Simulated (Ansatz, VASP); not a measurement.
# Al2O3 (Corundum): VASP beside Ansatz, part 2 of 2

One calculation is typed for both programs; each brings its own data sets. How far apart do they land? The cell is taken from a series of runs on this material, whose earlier steps may have relaxed, scaled, displaced or heated it; both programs get it as it stands.

VASP 6.6.1 and Ansatz 0.2.0.

So far: Starting point; Ansatz: single point, HSE06 with D3(BJ).

### 3. VASP: single point, HSE06 with D3(BJ)

Level of this step: HSE06 with D3(BJ); plane waves and PAW (Al, O) (VASP).

The same cell, functional and mesh now go to VASP, with its own data sets.

Lines of VASP's logs that name or quote its potential files are left out, and so is its time.

The run reads the wave functions of an earlier VASP run, which isn't shown here.

Contents of INCAR:

```
SYSTEM = Al2O3
PREC = Accurate
ENCUT = 520
EDIFF = 1E-06
NELM = 100
ISMEAR = 0
SIGMA = 0.01
LREAL = .FALSE.
ALGO = Normal
LHFCALC = .TRUE.
AEXX = 0.25
GGA = PE
HFSCREEN = 0.208
IVDW = 12
VDW_S6 = 1
VDW_S8 = 2.31
VDW_A1 = 0.383
VDW_A2 = 5.685
LASPH = .TRUE.
NBANDS = 34
PRECFOCK = Fast
LORBIT = 11
LWAVE = .FALSE.
LCHARG = .FALSE.
KPAR = 8
ISIF = 2
```

Contents of POSCAR:

```
Al2O3
1.0
    2.3761461920      1.3718686436      4.3239347811
   -2.3761461920      1.3718686436      4.3239347811
    0.0000000000     -2.7437372872      4.3239347811
Al O
4 6
Direct
    0.3519541723      0.3519541723      0.3519541723
    0.1480458277      0.1480458277      0.1480458277
    0.6480458277      0.6480458277      0.6480458277
    0.8519541723      0.8519541723      0.8519541723
    0.5564025971      0.9435974029      0.2500000000
    0.2500000000      0.5564025971      0.9435974029
    0.9435974029      0.2500000000      0.5564025971
    0.4435974029      0.0564025971      0.7500000000
    0.7500000000      0.4435974029      0.0564025971
    0.0564025971      0.7500000000      0.4435974029
```

Contents of KPOINTS:

```
Automatic mesh
0
Gamma
4 4 4
0 0 0
```

The projector-augmented-wave data sets are Al and O (PBE family, release 64).

Started as:

```bash
> mpirun -np 8 vasp_std
```

Numbers of over 12 decimals in the logs are rounded to 6 here.

The program printed:

```text
[banner, memory and clock lines left out]
running    8 mpi-ranks, on    1 nodes
 distrk:  each k-point on    1 cores,    8 groups
 distr:  one band on    1 cores,    1 groups

 POSCAR found type information on POSCAR AlO
 POSCAR found :  2 types and      10 ions
|                                                                             |
|           W    W    AA    RRRRR   N    N  II  N    N   GGGG   !!!           |
|           W    W   A  A   R    R  NN   N  II  NN   N  G    G  !!!           |
|           W    W  A    A  R    R  N N  N  II  N N  N  G       !!!           |
|           W WW W  AAAAAA  RRRRR   N  N N  II  N  N N  G  GGG   !            |
|           WW  WW  A    A  R   R   N   NN  II  N   NN  G    G                |
|           W    W  A    A  R    R  N    N  II  N    N   GGGG   !!!           |
|                                                                             |
|     For optimal performance we recommend to set                             |
|       NCORE = 2 up to number-of-cores-per-socket                            |
|     NCORE specifies how many cores store one orbital (NPAR=cpu/NCORE).      |
|     This setting can greatly improve the performance of VASP for DFT.       |
|     The default, NCORE=1 might be grossly inefficient on modern             |
|     multi-core architectures or massively parallel machines. Do your        |
|     Unfortunately you need to use the default for GW and RPA                |
|     calculations (for HF NCORE is supported but not extensively tested      |
|     yet).                                                                   |
|                                                                             |

 LDA part: xc-table for (Slater+PW92), standard interpolation
 found WAVECAR, reading the header
 POSCAR, INCAR and KPOINTS ok, starting setup
 FFT: planning ... GRIDC
 FFT: planning ... GRID_SOFT
 FFT: planning ... GRID
 reading WAVECAR
 the WAVECAR file was read successfully
 initial charge from wavefunction
 entering main loop
       N       E                     dE             d eps       ncg     rms          rms(c)
DAV:   1    -0.902525709908E+02   -0.90253E+02   -0.20772E+00  1106   0.791E+00    0.141E+01
DAV:   2    -0.902681389701E+02   -0.15568E-01   -0.62021E-02  1102   0.140E+00    0.103E+01
DAV:   3    -0.902645447373E+02    0.35942E-02   -0.29327E-03  1100   0.300E-01    0.659E+00
DAV:   4    -0.902634544124E+02    0.10903E-02   -0.62695E-04  1110   0.135E-01    0.395E+00
DAV:   5    -0.902630892821E+02    0.36513E-03   -0.10965E-04  1112   0.689E-02    0.234E+00
DAV:   6    -0.902629638486E+02    0.12543E-03   -0.42014E-05  1088   0.477E-02    0.136E+00
DAV:   7    -0.902629230381E+02    0.40810E-04   -0.14590E-05  1088   0.274E-02    0.788E-01
DAV:   8    -0.902629103521E+02    0.12686E-04   -0.46513E-06  1104   0.147E-02    0.455E-01
DAV:   9    -0.902629064739E+02    0.38782E-05   -0.14988E-06   774   0.853E-03    0.267E-01
DAV:  10    -0.902629055484E+02    0.92550E-06   -0.75658E-07   590   0.645E-03
   1 F= -.92900678E+02 E0= -.92900678E+02  d E =-.268473E-24
```

OUTCAR, selected parts (step 3):

```text
ion  position               nearest neighbor table
   1  0.352  0.352  0.352-  10 1.85   8 1.85   9 1.85   5 1.97   7 1.97   6 1.97   2 2.65   3 2.79
                             3 2.79   3 2.79   2 3.22   2 3.22   2 3.22
   2  0.148  0.148  0.148-   9 1.85   8 1.85  10 1.85   5 1.97   7 1.97   6 1.97   1 2.65   4 2.79
                             4 2.79   4 2.79   1 3.22   1 3.22   1 3.22
   3  0.648  0.648  0.648-   7 1.85   5 1.85   6 1.85   8 1.97   9 1.97  10 1.97   4 2.65   1 2.79
                             1 2.79   1 2.79   4 3.22   4 3.22   4 3.22
   4  0.852  0.852  0.852-   6 1.85   5 1.85   7 1.85   8 1.97   9 1.97  10 1.97   3 2.65   2 2.79
                             2 2.79   2 2.79   3 3.22   3 3.22   3 3.22
   5  0.556  0.944  0.250-   3 1.85   4 1.85   1 1.97   2 1.97
   6  0.250  0.556  0.944-   4 1.85   3 1.85   1 1.97   2 1.97
   7  0.944  0.250  0.556-   3 1.85   4 1.85   1 1.97   2 1.97
   8  0.444  0.056  0.750-   1 1.85   2 1.85   3 1.97   4 1.97
   9  0.750  0.444  0.056-   2 1.85   1 1.85   3 1.97   4 1.97
  10  0.056  0.750  0.444-   1 1.85   2 1.85   3 1.97   4 1.97

  LATTYP: Found a trigonal (rhomboedric) cell.
 ALAT       =     5.1209868475
 COS(alpha) =     0.5694049937

 Subroutine GETGRP returns: Found 12 space group operations
 (whereof  6 operations were pure point group operations)

The static configuration has the point symmetry S_6 .
 The point group associated with its full space group is D_3d.

 Found     13 irreducible k-points:

   k-points           NKPTS =     13   k-points in BZ     NKDIM =     64   number of bands    NBANDS=     34

   dimension x,y,z NGX =    40 NGY =   40 NGZ =   40
   dimension x,y,z NGXF=    80 NGYF=   80 NGZF=   80

   ENCUT  =  520.0 eV  38.22 Ry    6.18 a.u.   9.52  9.52  9.52*2*pi/ulx,y,z

   NELECT =      48.0000    total number of electrons

 k-points in reciprocal lattice and weights: Automatic mesh
   0.00000000  0.00000000  0.00000000       0.016
   0.25000000  0.00000000  0.00000000       0.094
   0.50000000  0.00000000  0.00000000       0.047
   0.25000000  0.25000000  0.00000000       0.094
   0.50000000  0.25000000  0.00000000       0.188
  -0.25000000  0.25000000  0.00000000       0.094
   0.50000000  0.50000000  0.00000000       0.047
   0.25000000  0.25000000  0.25000000       0.031
   0.50000000  0.25000000  0.25000000       0.094
  -0.25000000  0.25000000  0.25000000       0.094
   0.50000000  0.50000000  0.25000000       0.094
  -0.25000000  0.50000000  0.25000000       0.094
   0.50000000  0.50000000  0.50000000       0.016

  exchange ACFDT corr.  =         0.00000000  see jH, gK, PRB 81, 115126

 average (electrostatic) potential at core
       1 -67.5248       2 -67.5248       3 -67.5248       4 -67.5248       5 -60.8618
       6 -60.8618       7 -60.8618       8 -60.8618       9 -60.8618      10 -60.8618

 E-fermi :   4.9816

 k-point     1 :       0.0000    0.0000    0.0000
  band No.  band energies     occupation
    ...
     20       4.3217      2.00000
     21       4.3217      2.00000
     22       4.8602      2.00000
     23       4.8602      2.00000
     24       4.9129      2.00000
     25      13.0519      0.00000
     26      15.9840      0.00000
     27      17.8025      0.00000
     28      18.5231      0.00000
     29      18.5231      0.00000
    ...

 k-point     2 :       0.2500    0.0000    0.0000
  band No.  band energies     occupation
    ...
     20       3.5286      2.00000
     21       4.0413      2.00000
     22       4.3987      2.00000
     23       4.7312      2.00000
     24       4.7791      2.00000
     25      14.3544      0.00000
     26      17.0215      0.00000
     27      17.0612      0.00000
     28      17.7405      0.00000
     29      17.9774      0.00000
    ...

 k-point     3 :       0.5000    0.0000    0.0000
  band No.  band energies     occupation
    ...
     20       3.5229      2.00000
     21       3.8871      2.00000
     22       3.8871      2.00000
     23       4.5844      2.00000
     24       4.5844      2.00000
     25      16.4124      0.00000
     26      16.4124      0.00000
     27      16.6115      0.00000
     28      16.6115      0.00000
     29      18.7494      0.00000
    ...

 Edisp (eV)   -2.63777

  Total      -2.56089    -2.56089    -2.47903     0.00000    -0.00000     0.00000
  in kB     -48.51604   -48.51604   -46.96530     0.00000    -0.00000     0.00000
  external pressure =      -48.00 kB  Pullay stress =        0.00 kB

  energy-cutoff  :      520.00
  volume of cell :       84.57
      direct lattice vectors                 reciprocal lattice vectors
     2.376146192  1.371868644  4.323934781     0.210424763  0.121488794  0.077090278
    -2.376146192  1.371868644  4.323934781    -0.210424763  0.121488794  0.077090278
     0.000000000 -2.743737287  4.323934781     0.000000000 -0.242977587  0.077090278

 POSITION                                       TOTAL-FORCE (eV/Angst)
 -----------------------------------------------------------------------------------
      0.00000      0.00000      4.56548        -0.000000      0.000000     -0.020185
      0.00000      0.00000      1.92042        -0.000000      0.000000      0.020185
      0.00000      0.00000      8.40632        -0.000000      0.000000      0.020185
      0.00000      0.00000     11.05138        -0.000000     -0.000000     -0.020185
     -0.92003      1.37187      7.56689        -0.020898     -0.000000     -0.000000
     -0.72806     -1.48270      7.56689         0.010449     -0.018098      0.000000
      1.64809      0.11084      7.56689         0.010449      0.018098      0.000000
      0.92003     -1.37187      5.40492         0.020898      0.000000      0.000000
      0.72806      1.48270      5.40492        -0.010449      0.018098      0.000000
     -1.64809     -0.11084      5.40492        -0.010449     -0.018098      0.000000
 -----------------------------------------------------------------------------------
    total drift:                                0.000000      0.000000      0.000000

  FREE ENERGIE OF THE ION-ELECTRON SYSTEM (eV)
  ---------------------------------------------------
  free  energy   TOTEN  =       -92.9006779311 eV

  energy  without entropy=      -92.9006779311  energy(sigma->0) =      -92.90067793

 total charge
# of ion       s       p       d       tot
------------------------------------------
    1        0.350   0.413   0.000   0.762
    2        0.350   0.413   0.000   0.762
    3        0.350   0.413   0.000   0.762
    4        0.350   0.413   0.000   0.762
    5        1.553   3.674   0.000   5.226
    6        1.553   3.674   0.000   5.226
    7        1.553   3.674   0.000   5.226
    8        1.553   3.674   0.000   5.226
    9        1.553   3.674   0.000   5.226
   10        1.553   3.674   0.000   5.226
--------------------------------------------------
tot         10.715  23.692   0.000  34.407

[... 3 further parts left out ...]
```

The run ends at a pressure of -4.80 GPa, with forces up to 0.021 eV/Å.

### 4. Differences

Known differences besides the potentials themselves: exact exchange at q = 0 is treated differently, which shows on coarse meshes; VASP keeps PBE cores, Ansatz makes them for the functional; fixed occupations in Ansatz, narrow Gaussian smearing in VASP; the cutoff is 650 eV in Ansatz and 520 eV in VASP; VASP takes a coarser grid for exact exchange (PRECFOCK = Fast). Total energies have different zeros and are not compared.

Both answers:

```csv
quantity,Ansatz,VASP,difference
gap on the k mesh (eV),8.162,8.139,+0.023
```

A gap on the mesh is an upper bound, since the band edges may lie between its points.

### 5. Results

| Quantity | Value |
| --- | --- |
| difference in gap on the k mesh (single point, HSE06 with D3(BJ)) | 0.023 eV |

**Reading.** The difference in gap on the k mesh is 0.023 eV (single point, HSE06 with D3(BJ)), within the 0.08 eV picked in this series as the mark of a large difference. Such differences can come from data sets, numerical settings and the points named under the comparisons, not from the functional's error against experiment.

[Lines on the potential files, build, host, timing and source positions are cut from VASP's logs without a mark.]

[Logs are printed without paths, hosts, clocks, repeated set-up lines and the standing remarks that a program may print on its own settings, such as how far it seeks lower states.]

[Hosts, paths, dates, database ids (printed as entryN), source tags and the programs' standing remarks are cut or masked in the printed files.]
